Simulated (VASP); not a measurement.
The input files of a VASP run:

POSCAR:
```
Ti
1
    1.3969931964    -2.4196632596     0.0000000000
    1.3969931964     2.4196632596     0.0000000000
    0.0000000000     0.0000000000     4.4344964659
Ti
2
Direct
  0.3333330000   0.6666670000   0.2500000000
  0.6666670000   0.3333330000   0.7500000000
```

File KPOINTS:
```
Automatic mesh
0
Gamma
15 15 8
0 0 0
```

INCAR:
```
! general
SYSTEM  = Ti
PREC    = Accurate
ENCUT   = 500
LREAL   = F   ! projection in real space or not
LASPH   = T

! electronic loop
EDIFF   = 1E-6
NELM    = 100   ! most electronic steps
ALGO    = Normal
LMAXMIX = 4

! smearing
ISMEAR  = 1   ! Methfessel-Paxton
SIGMA   = 0.1   ! width (eV)

! ions
IBRION  = 2   ! conjugate gradients
NSW     = 40   ! most ionic steps
ISIF    = 3   ! ions, shape and volume
EDIFFG  = -0.02   ! ionic stop
PSTRESS = 200   ! kbar

! output
LWAVE   = F
LCHARG  = F
```

POTCAR, in this order: Ti_sv (LDA.64 set). Program: vasp_std.

Question: Translate this LDA calculation to Quantum ESPRESSO's pw.x.

Answer: One equivalent input (not run):
```
&CONTROL
  calculation = 'vc-relax'
  pseudo_dir = './pseudo'
  outdir = './out'
  tprnfor = .true.
  tstress = .true.
  nstep = 40
  forc_conv_thr = 0.00078
/
&SYSTEM
  ibrav = 0
  nat = 2
  ntyp = 1
  ecutwfc = 84
  occupations = 'smearing'
  smearing = 'methfessel-paxton'
  degauss = 0.00735
  input_dft = 'pz'
/
&ELECTRONS
  conv_thr = 7.3e-08
  electron_maxstep = 100
/
&IONS
/
&CELL
  press = 200
/
ATOMIC_SPECIES
  Ti 47.867 Ti.upf
CELL_PARAMETERS angstrom
     1.3969932   -2.4196633    0.0000000
     1.3969932    2.4196633    0.0000000
     0.0000000    0.0000000    4.4344965
ATOMIC_POSITIONS crystal
  Ti   0.3333330  0.6666670  0.2500000
  Ti   0.6666670  0.3333330  0.7500000
K_POINTS automatic
  15 15 8 0 0 0
```
Limits of the translation: the potentials are each code's own (VASP's PAW set, PseudoDojo norm-conserving files in pw.x), so ENCUT and ecutwfc are chosen apart and not converted; conv_thr bounds pw.x's estimated SCF error, while EDIFF bounds the energy change between steps; forc_conv_thr acts on force components and is met together with etot_conv_thr.

The compound is Ti in the hcp structure. This run relaxes it under an external pressure of 20 GPa. Symmetry was kept, so distortions that lower it aren't found.
